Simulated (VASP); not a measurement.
Level of theory: PBE GGA, VASP's PBE PAW potentials (set 64) (plane waves; VASP 6.6.1).

Input for VASP

### POSCAR
```
GaAs
1
    0.0000000000     2.8250000000     2.8250000000
    2.8250000000     0.0000000000     2.8250000000
    2.8250000000     2.8250000000     0.0000000000
Ga As
1 1
Direct
  0.0000000000   0.0000000000   0.0000000000
  0.2500000000   0.2500000000   0.2500000000
```

File KPOINTS:
```
Automatic mesh
0
Gamma
8 8 8
0 0 0
```

INCAR:
```
! general
SYSTEM =GaAs
PREC   =Accurate
ENCUT  =300
LREAL  =.FALSE.
LASPH  =.TRUE.

! electronic loop
EDIFF  =1E-6
NELM   =100
ALGO   =Normal
LMAXMIX=4

! smearing
ISMEAR =-1
SIGMA  =0.01

! functional
GGA    =PE

! ions
ISIF   =2

! output
LWAVE  =.FALSE.
LCHARG =.FALSE.
```

POTCAR, in this order: Ga_d As (PBE.64 set). Program: vasp_std.

At this cut-off the stress carries a Pulay error, which pulls relaxed volumes low.

Question: Predict the energy per atom (σ→0), pressure, band gap (on the k-mesh).

Answer: 
- energy per atom (σ→0) = -4.123 eV/atom
- band gap (on the k-mesh) = 0.53 eV
- pressure = 3.53 GPa

OSZICAR:
```
...
DAV:   6    -0.826376316431E+01    0.14155E+00   -0.25406E-01  1136   0.939E+00    0.178E+00
DAV:   7    -0.824462404077E+01    0.19139E-01   -0.73518E-02   998   0.214E+00    0.570E-01
DAV:   8    -0.824538597931E+01   -0.76194E-03   -0.10720E-02   869   0.143E+00    0.102E-01
DAV:   9    -0.824576407174E+01   -0.37809E-03   -0.10833E-03   907   0.452E-01    0.543E-02
DAV:  10    -0.824582862716E+01   -0.64555E-04   -0.80902E-05   983   0.103E-01    0.294E-02
DAV:  11    -0.824587987534E+01   -0.51248E-04   -0.78746E-05   824   0.759E-02    0.338E-03
DAV:  12    -0.824588022141E+01   -0.34607E-06   -0.12685E-06   698   0.186E-02
   1 F= -.82458802E+01 E0= -.82458802E+01  d E =-.970150E-12
```

The structure is a typed GaAs crystal (F-43m). The cell was not relaxed at this level.
